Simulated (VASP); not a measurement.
Calculation: MS2 meta-GGA, VASP's PBE PAW potentials (set 64) (plane waves; VASP).

Input for VASP

**KPOINTS**
```
kpoints
0
G
9 9 9
0 0 0
```

**INCAR**
```
SYSTEM  =  MgS
PREC  =  Accurate; ENCUT  =  520; LREAL  =  .FALSE.
LASPH  =  .TRUE.
EDIFF  =  1E-7; NELM  =  100; ALGO  =  Normal
LMIXTAU  =  .TRUE.
ISMEAR  =  0; SIGMA  =  0.05
METAGGA  =  MS2
ISIF  =  2
LWAVE  =  .FALSE.; LCHARG  =  .FALSE.
```

**POSCAR**
```
MgS
1
    0.0000000000     2.5366781334     2.5366781334
    2.5366781334     0.0000000000     2.5366781334
    2.5366781334     2.5366781334     0.0000000000
Mg S
1 1
Direct
  0.0000000000   0.0000000000   0.0000000000
  0.5000000000   0.5000000000   0.5000000000
```

POTCAR, in this order: Mg S (PBE.64 set). Program: vasp_std.

The run wrote:

**OUTCAR**
```
 ion  position               nearest neighbor table
   1  0.000  0.000  0.000-   2 2.54   2 2.54   2 2.54   2 2.54   2 2.54   2 2.54
   2  0.500  0.500  0.500-   1 2.54   1 2.54   1 2.54   1 2.54   1 2.54   1 2.54
  LATTYP: Found a face centered cubic cell.
 ALAT       =     5.0733562668
 Subroutine PRICEL returns:
 Original cell was already a primitive cell.
 Subroutine GETGRP returns: Found 48 space group operations
The static configuration has the point symmetry O_h .
The dynamic configuration has the point symmetry O_h .
 Subroutine INISYM returns: Found 48 space group operations
 Subroutine IBZKPT returns following result:
 Found     35 irreducible k-points:

 Following reciprocal coordinates:
            Coordinates               Weight
  0.000000  0.000000  0.000000      1.000000
  0.111111  0.000000  0.000000      8.000000
  0.222222  0.000000  0.000000      8.000000
  0.333333  0.000000  0.000000      8.000000
  0.444444  0.000000  0.000000      8.000000
  0.111111  0.111111  0.000000      6.000000
  0.222222  0.111111  0.000000     24.000000
  0.333333  0.111111  0.000000     24.000000
  0.444444  0.111111  0.000000     24.000000
 -0.444444  0.111111  0.000000     24.000000
 -0.333333  0.111111  0.000000     24.000000
 -0.222222  0.111111  0.000000     24.000000
 -0.111111  0.111111  0.000000     12.000000
  0.222222  0.222222  0.000000      6.000000
  0.333333  0.222222  0.000000     24.000000
  0.444444  0.222222  0.000000     24.000000
 -0.444444  0.222222  0.000000     24.000000
 -0.333333  0.222222  0.000000     24.000000
 -0.222222  0.222222  0.000000     12.000000
  0.333333  0.333333  0.000000      6.000000
  0.444444  0.333333  0.000000     24.000000
 -0.444444  0.333333  0.000000     24.000000
 -0.333333  0.333333  0.000000     12.000000
  0.444444  0.444444  0.000000      6.000000
 -0.444444  0.444444  0.000000     12.000000
  0.333333  0.222222  0.111111     24.000000
  0.444444  0.222222  0.111111     48.000000
 -0.444444  0.222222  0.111111     48.000000
  0.444444  0.333333  0.111111     24.000000
 -0.444444  0.333333  0.111111     48.000000
 -0.333333  0.333333  0.111111     48.000000
 -0.222222  0.333333  0.111111     24.000000
 -0.444444  0.444444  0.111111     24.000000
 -0.333333  0.444444  0.111111     24.000000
 -0.333333  0.444444  0.222222     24.000000
   k-points           NKPTS =     35   k-points in BZ     NKDIM =     35   number of bands    NBANDS=      8
   number of dos      NEDOS =    301   number of ions     NIONS =      2
   total plane-waves  NPLWV =  21952
   dimension x,y,z NGX =    28 NGY =   28 NGZ =   28
   dimension x,y,z NGXF=    56 NGYF=   56 NGZF=   56
   ions per type =               1   1
   PREC   = accura    normal or accurate (medium, high low for compatibility)
   ISTART =      0    job   : 0-new  1-cont  2-samecut
   ICHARG =      2    charge: 1-file 2-atom 10-const
   ISPIN  =      1    spin polarized calculation?
   LNONCOLLINEAR =      F non collinear calculations
   LSORBIT =      F    spin-orbit coupling
   INIWAV =      1    electr: 0-lowe 1-rand  2-diag
   ENCUT  =  520.0 eV  38.22 Ry    6.18 a.u.   6.67  6.67  6.67*2*pi/ulx,y,z
   NELM   =    100;   NELMIN=  2; NELMDL= -5     # of ELM steps
   EDIFF  = 0.1E-06   stopping-criterion for ELM
   LREAL  =      F    real-space projection
   NLSPLINE    = F    spline interpolate recip. space projectors
   LMAXMIX     =    2 max onsite mixed and CHGCAR
   VOSKOWN=      0    Vosko Wilk Nusair interpolation
   EDIFFG = 0.1E-05   stopping-criterion for IOM
   NSW    =      0    number of steps for IOM
   NBLOCK =      1;   KBLOCK =      1    inner block; outer block
   IBRION =     -1    ionic relax: 0-MD 1-quasi-New 2-CG
...
```

File OSZICAR:
```
       N       E                     dE             d eps       ncg     rms          rms(c)
DAV:   1     0.611057872499E+01    0.61106E+01   -0.36643E+03   584   0.790E+02
DAV:   2    -0.228357898769E+02   -0.28946E+02   -0.27411E+02   808   0.112E+02
DAV:   3    -0.235519346567E+02   -0.71614E+00   -0.71614E+00   624   0.237E+01
DAV:   4    -0.235547203157E+02   -0.27857E-02   -0.27857E-02   936   0.163E+00
DAV:   5    -0.235547239370E+02   -0.36213E-05   -0.36214E-05   688   0.435E-02    0.762E+00
DAV:   6    -0.161176090547E+02    0.74371E+01   -0.20078E+00   560   0.161E+01    0.235E+00
DAV:   7    -0.169273638828E+02   -0.80975E+00   -0.80402E-01   616   0.790E+00    0.423E+00
DAV:   8    -0.169180902402E+02    0.92736E-02   -0.98991E-03   728   0.136E+00    0.379E+00
DAV:   9    -0.167988669095E+02    0.11922E+00   -0.24405E-01   560   0.698E+00    0.958E-01
DAV:  10    -0.169179810926E+02   -0.11911E+00   -0.12031E-01   560   0.425E+00    0.704E-01
DAV:  11    -0.169167457437E+02    0.12353E-02   -0.10725E-03   656   0.379E-01    0.821E-01
DAV:  12    -0.169148735684E+02    0.18722E-02   -0.52894E-04   584   0.285E-01    0.126E-01
DAV:  13    -0.169191989798E+02   -0.43254E-02   -0.42327E-03   560   0.810E-01    0.282E-01
DAV:  14    -0.169191770132E+02    0.21967E-04   -0.94225E-05   632   0.102E-01    0.181E-01
DAV:  15    -0.169191798893E+02   -0.28761E-05   -0.12837E-06   872   0.146E-02    0.158E-01
DAV:  16    -0.169191904745E+02   -0.10585E-04   -0.41889E-06   632   0.265E-02    0.444E-02
DAV:  17    -0.169192126204E+02   -0.22146E-04   -0.30463E-05   568   0.698E-02    0.477E-03
DAV:  18    -0.169192111783E+02    0.14421E-05   -0.47243E-07   608   0.895E-03    0.352E-03
DAV:  19    -0.169192134323E+02   -0.22540E-05   -0.42698E-07   648   0.102E-02    0.159E-03
DAV:  20    -0.169192120841E+02    0.13482E-05   -0.17412E-07   576   0.630E-03    0.229E-04
DAV:  21    -0.169192124414E+02   -0.35731E-06   -0.56080E-09   296   0.963E-04    0.486E-04
DAV:  22    -0.169192122416E+02    0.19973E-06   -0.15788E-09   304   0.578E-04    0.409E-04
DAV:  23    -0.169192123576E+02   -0.11600E-06   -0.71089E-10   288   0.379E-04    0.454E-05
DAV:  24    -0.169192123392E+02    0.18466E-07   -0.53823E-11   280   0.964E-05
   1 F= -.16919212E+02 E0= -.16919212E+02  d E =-.253742E-16
```

OUTCAR:
```
------------------------ aborting loop because EDIFF is reached ----------------------------------------
  FORCE on cell =-STRESS in cart. coord.  units (eV):
  Direction    XX          YY          ZZ          XY          YZ          ZX
  --------------------------------------------------------------------------------------
  Total        1.1788706      1.1788706      1.1788706      0.0000000      0.0000000     -0.0000000
  in kB       57.8562950     57.8562950     57.8562950      0.0000000      0.0000000     -0.0000000
  external PRESSURE =      57.8562950 kB  Pullay stress =       0.0000000 kB
  volume of cell :       32.65
      direct lattice vectors                 reciprocal lattice vectors
     0.000000000  2.536678133  2.536678133    -0.197108176  0.197108176  0.197108176
     2.536678133  0.000000000  2.536678133     0.197108176 -0.197108176  0.197108176
     2.536678133  2.536678133  0.000000000     0.197108176  0.197108176 -0.197108176
 POSITION                                       TOTAL-FORCE (eV/Angst)
 -----------------------------------------------------------------------------------
      0.00000      0.00000      0.00000        -0.000000     -0.000000     -0.000000
      2.53668      2.53668      2.53668         0.000000      0.000000      0.000000
 -----------------------------------------------------------------------------------
    total drift:                                0.000000      0.000000      0.000000
  FREE ENERGIE OF THE ION-ELECTRON SYSTEM (eV)
  ---------------------------------------------------
  free  energy   TOTEN  =       -16.9192123392 eV

  energy  without entropy=      -16.9192123392  energy(sigma->0) =      -16.91921234
```
(Selected blocks of OUTCAR.)

File OUTCAR:
```
 val. band max:        4.1327022337   @ k =   0.0000   0.0000   0.0000

 cond. band min:       7.7677106047   @ k =   0.4444   0.4444   0.0000


 Fermi energy:         4.4026633120

 k-point     1 :       0.0000    0.0000    0.0000
  band No.  band energies     occupation
      1      -9.6123      2.00000
      2       4.1327      2.00000
      3       4.1327      2.00000
      4       4.1327      2.00000
      5       9.4014      0.00000
      6      12.6884      0.00000
      7      12.6884      0.00000
      8      12.6884      0.00000

 k-point     2 :       0.1111    0.0000    0.0000
  band No.  band energies     occupation
      1      -9.4766      2.00000
      2       3.2580      2.00000
      3       4.0369      2.00000
      4       4.0369      2.00000
      5      10.0189      0.00000
      6      12.4368      0.00000
      7      12.9386      0.00000
      8      12.9386      0.00000

 k-point     3 :       0.2222    0.0000    0.0000
  band No.  band energies     occupation
      1      -9.0988      2.00000
      2       1.5736      2.00000
      3       3.8146      2.00000
      4       3.8146      2.00000
      5      10.2089      0.00000
      6      12.8316      0.00000
      7      12.8316      0.00000
      8      13.2709      0.00000

 k-point     4 :       0.3333    0.0000    0.0000
  band No.  band energies     occupation
      1      -8.5874      2.00000
      2      -0.0079      2.00000
      3       3.5902      2.00000
      4       3.5902      2.00000
      5       9.7761      0.00000
      6      12.1815      0.00000
      7      12.1815      0.00000
      8      15.1115      0.00000

 k-point     5 :       0.4444    0.0000    0.0000
  band No.  band energies     occupation
      1      -8.1803      2.00000
      2      -0.9904      2.00000
      3       3.4566      2.00000
      4       3.4566      2.00000
      5       9.5017      0.00000
      6      11.7861      0.00000
      7      11.7861      0.00000
...
```

The compound is MgS in the rock salt structure. This cell is one point of a volume scan, at 0.94 of the reference volume.
